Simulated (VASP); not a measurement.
# GaN (P6_3mc) in VASP: a series of runs, part 2 of 2

VASP 6.6.1. The steps go on from the part before.

### Step 3. Single point, r2SCAN

INCAR

```
ALGO     = Normal         # electronic algorithm
EDIFF    = 1E-7           # SCF threshold, eV
ENCUT    = 520            # plane-wave cutoff, eV
ISIF     = 2              # what is computed and relaxed
ISMEAR   = -1             # smearing method
LASPH    = T              # aspherical terms in the spheres
LCHARG   = F              # write CHGCAR
LMIXTAU  = T            
LREAL    = F              # projectors in reciprocal space
LWAVE    = F              # write WAVECAR
METAGGA  = R2SCAN         # meta-GGA
NBANDS   = 26             # bands
NELM     = 80             # most SCF steps
PREC     = Accurate       # precision mode
SIGMA    = 0.05           # smearing width, eV
```

KPOINTS

```
k-points
0
Gamma
  8 8 5
```

POSCAR

```
GaN
1.0
    3.1900000000      0.0000000000      0.0000000000
   -1.5950000000      2.7626210381      0.0000000000
    0.0000000000      0.0000000000      5.1890000000
Ga N
2 2
Direct
    0.6666666667      0.3333333333      0.0000000000
    0.3333333333      0.6666666667      0.5000000000
    0.6666666667      0.3333333333      0.3750000000
    0.3333333333      0.6666666667      0.8750000000
```

Potentials or basis: VASP PAW PBE potentials, release 64 (Ga_d, N).

The run is started by

```bash
cat potpaw_PBE.64/Ga_d/POTCAR potpaw_PBE.64/N/POTCAR > POTCAR
mpirun -np 1 vasp_std > vasp.out
```

OUTCAR:

```text
EDIFF = 1E-7
   ENCUT = 520
   ISIF = 2
   ISMEAR = -1
   LASPH = T
   LREAL = F
   METAGGA = R2SCAN
   NELM = 80
   PREC = Accurate

 ion  position               nearest neighbor table
   1  0.667  0.333  0.000-   3 1.95   4 1.95   4 1.95   4 1.95
   2  0.333  0.667  0.500-   4 1.95   3 1.95   3 1.95   3 1.95
   3  0.667  0.333  0.375-   1 1.95   2 1.95   2 1.95   2 1.95
   4  0.333  0.667  0.875-   2 1.95   1 1.95   1 1.95   1 1.95

  LATTYP: Found a hexagonal cell.
 ALAT       =     3.1900000000
 C/A-ratio  =     1.6266457680

  Lattice vectors:

 A1 = (   3.1900000000,   0.0000000000,   0.0000000000)
 A2 = (  -1.5950000000,   2.7626210381,   0.0000000000)
 A3 = (   0.0000000000,   0.0000000000,   5.1890000000)

Analysis of symmetry for initial positions (statically):
=====================================================================
 Subroutine PRICEL returns:
 Original cell was already a primitive cell.

 Routine SETGRP: Setting up the symmetry group for a
 hexagonal supercell.

 Subroutine GETGRP returns: Found 12 space group operations
 (whereof  6 operations were pure point group operations)
[... 171 lines left out ...]
 E-fermi :   6.0303     XC(G=0): -12.6321

 val. band max:        5.0516181490   @ k =   0.0000   0.0000   0.0000
 cond. band min:       7.3493339073   @ k =   0.0000   0.0000   0.0000
 fundamental gap:      2.2977157583
 Fermi energy:         6.0303105165

 k-point     1 :       0.0000    0.0000    0.0000
  band No.  band energies     occupation
      1     -11.7223      2.00000
      2     -10.7265      2.00000
      3      -8.7860      2.00000
      4      -8.7643      2.00000
      5      -8.7643      2.00000
      6      -8.6956      2.00000
[... 685 lines left out ...]
     25      17.3745      0.00000
     26      18.4064      0.00000

 [... further k-points ...]

------------------------ aborting loop because EDIFF is reached ----------------------------------------

  FORCE on cell =-STRESS in cart. coord.  units (eV):
  Direction    XX          YY          ZZ          XY          YZ          ZX
  --------------------------------------------------------------------------------------
  -------------------------------------------------------------------------------------
  Total       -0.1212615     -0.1212615      0.2720888      0.0000000      0.0000000      0.0000000
  in kB       -4.2485209     -4.2485209      9.5329105      0.0000000      0.0000000      0.0000000
  external PRESSURE =       0.3452896 kB  Pullay stress =       0.0000000 kB

 VOLUME and BASIS-vectors are now :
 -----------------------------------------------------------------------------
  energy-cutoff  :      520.00
  volume of cell :       45.73
      direct lattice vectors                 reciprocal lattice vectors
     3.190000000  0.000000000  0.000000000     0.313479624  0.180987545  0.000000000
    -1.595000000  2.762621038  0.000000000     0.000000000  0.361975090  0.000000000
     0.000000000  0.000000000  5.189000000     0.000000000  0.000000000  0.192715359

 POSITION                                       TOTAL-FORCE (eV/Angst)
 -----------------------------------------------------------------------------------
      1.59500      0.92087      0.00000         0.000000      0.000000     -0.118182
     -0.00000      1.84175      2.59450        -0.000000      0.000000     -0.118182
      1.59500      0.92087      1.94588        -0.000000     -0.000000      0.118182
     -0.00000      1.84175      4.54038        -0.000000     -0.000000      0.118182
 -----------------------------------------------------------------------------------
    total drift:                                0.000002      0.000004      0.053909

  FREE ENERGIE OF THE ION-ELECTRON SYSTEM (eV)
  ---------------------------------------------------
  free  energy   TOTEN  =       -43.8204106168 eV

  energy  without entropy=      -43.8204106167  energy(sigma->0) =      -43.82041062
```

OSZICAR:

```text
N       E                     dE             d eps       ncg     rms          rms(c)
DAV:   1     0.258734126588E+03    0.25873E+03   -0.17985E+04  1684   0.263E+03
DAV:   2    -0.177860964553E+02   -0.27652E+03   -0.26254E+03  1688   0.494E+02
DAV:   3    -0.525138728548E+02   -0.34728E+02   -0.34198E+02  1902   0.144E+02
DAV:   4    -0.536290159924E+02   -0.11151E+01   -0.11106E+01  1818   0.280E+01
[... 17 lines left out ...]
DAV:  22    -0.438204135629E+02   -0.69062E-05   -0.47999E-07  1820   0.899E-03    0.259E-03
DAV:  23    -0.438204103140E+02    0.32489E-05   -0.13818E-07   974   0.384E-03    0.118E-03
DAV:  24    -0.438204110225E+02   -0.70856E-06   -0.52446E-08   842   0.199E-03    0.132E-04
DAV:  25    -0.438204106394E+02    0.38316E-06   -0.11614E-08   840   0.164E-03    0.380E-05
DAV:  26    -0.438204106168E+02    0.22554E-07   -0.42618E-09   830   0.560E-04
   1 F= -.43820411E+02 E0= -.43820411E+02  d E =-.693055E-10
```

It took 81 s on 1 thread of Intel Xeon 6975P-C (Granite Rapids), shared host; peak memory 0.18 GiB.

What came out:

| Property | Result |
| --- | --- |
| Free energy | -43.8204 eV |
| Pressure | 0.0 GPa |
| Largest force | 0.118 eV/Å |
| Band gap on the k mesh | 2.30 eV, direct |

Forces in eV/Å, atoms in the order of the input:
```
Ga   0.000  0.000 -0.118
Ga   0.000  0.000 -0.118
N    0.000  0.000  0.118
N    0.000  0.000  0.118
```

Levels at points of the mesh, in eV from the valence-band top:
```csv
k point,band 14,band 15,band 16,band 17,band 18,band 19,band 20,band 21,band 22,band 23
"(0.00, 0.00, 0.00)",-1.07,-1.07,-0.06,0.00,0.00,2.30,4.78,9.92,10.54,10.54
"(0.50, 0.00, 0.00)",-5.36,-4.31,-2.82,-2.26,-1.01,5.55,6.08,6.52,9.30,10.97
```

Caveat: the PAW data sets were made with another functional, which shifts forces and pressure a little; the cell's inner coordinates are idealised or old, which leaves forces on the atoms.

### Step 4. How close it comes

Step 2. Against the measured gap of GaN, 3.503 eV (direct; quoted in “Studying electronic properties in GaN without electrical contacts using γ-γ vs e−-γ Perturbed Angular Correlations”, 2019, pmc:6823545), the calculated 1.90 eV is off by -1.61 eV. Spin-orbit coupling on Ga is left out. The value is that of PBE, without temperature or zero-point motion. Semilocal functionals fall short of measured gaps as a rule.

Step 3. Against the measured gap of GaN, 3.503 eV (direct; quoted in “Studying electronic properties in GaN without electrical contacts using γ-γ vs e−-γ Perturbed Angular Correlations”, 2019, pmc:6823545), the calculated 2.30 eV is off by -1.21 eV. Spin-orbit coupling on Ga is left out. The value is that of r2SCAN, without temperature or zero-point motion.
